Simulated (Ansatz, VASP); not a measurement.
## Two plane-wave programs on Na2Te2H

```
Na Te H
1.0
     6.89788    0.00000    0.00000
     0.00000    8.18839    0.00000
     0.00000    0.00000    7.74452
Na Te H
4 4 2
Direct
  0.00000 0.00000 0.19462
  0.50000 0.50000 0.80538
  0.00000 0.00000 0.80538
  0.50000 0.50000 0.19462
  0.33061 0.81046 0.00000
  0.66939 0.18954 0.00000
  0.83061 0.68954 0.00000
  0.16939 0.31046 0.00000
  0.50000 0.00000 0.00000
  0.00000 0.50000 0.00000
```

Alike in both runs: functional PBE; k mesh 3 × 2 × 3; occupations gaussian, width 0.2 eV; no spin polarisation.

Ansatz relaxed the structure, and its values are those at the end. VASP's run is a single point on that final structure, the one shown.

```csv
,VASP,Ansatz
version,VASP 6.6.1,Ansatz 0.2.0
potentials or method,"VASP PAW PBE potentials, release 64 (Na_pv, Te, H)","scalar-relativistic, plane waves, PAW"
plane-wave cutoff (eV),520,420
valence electrons in the cell,54,102
```

Ansatz gave:

```
gap on the k mesh at the Fermi level (eV) : none
pressure (GPa)                            : 0.3
rms of the force components (eV/Å)        : 0.032
```

**Question.** Which values does VASP return?

**Answer.** gap on the k mesh at the Fermi level (eV): none; pressure (GPa): 0.3; rms of the force components (eV/Å): 0.033.

A gap of «none» marks a metal or a gap that the smearing closes. The two sets of potentials don't hold the same shells in valence.

Caveats: the k mesh is coarse (spacing up to 0.38 Å⁻¹), so the values aren't converged. The runs have no spin-orbit coupling, so splittings on Te are missing.
